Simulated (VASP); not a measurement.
Given:

```xyz
2
Lattice="0.0000 3.3073 3.3569 3.3569 0.0000 3.3569 3.3569 3.3073 0.0000" Properties=species:S:1:pos:R:3 pbc="T T T"
Sr     0.0000     0.0000     0.0000
Te     3.3569     3.3073     3.3569
```

Level of theory: PBEsol GGA, VASP's PBE PAW potentials (set 64) (plane waves; VASP 6.6.1). Numerical set-up: 480 eV cut-off, 6×6×6 Γ-centred mesh, Gaussian smearing of 0.050 eV, potentials Sr_sv Te.

### Question
Give the stress tensor in GPa (positive for a compressed cell).

### Answer

```
-1.30   0.00   0.00
 0.00  -0.30   0.00
 0.00   0.00  -1.30
```
The pressure is its mean diagonal, -0.96 GPa.

The compound is SrTe in the rock salt structure. This cell was strained or had an atom moved on purpose.
